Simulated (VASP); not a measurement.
```
W
1.0
   -1.57750     1.57750     1.57750
    1.57750    -1.57750     1.57750
    1.57750     1.57750    -1.57750
W
1
Direct
  0.00000   0.00000   0.00000
```

Computed with PBE GGA, VASP's PBE PAW potentials (set 64) (plane waves; VASP). Settings: 520 eV cut-off, 16×16×16 Γ-centred mesh, first-order Methfessel-Paxton smearing of 0.10 eV, potentials W_sv.

### Question
Give the stress tensor in GPa (positive for a compressed cell).

### Answer

```
8.93  0.00  0.00
0.00  8.93  0.00
0.00  0.00  8.93
```
The pressure is its mean diagonal, 8.93 GPa.

The compound is W in the bcc structure. This cell is one point of a volume scan, at 0.97 of the reference volume.
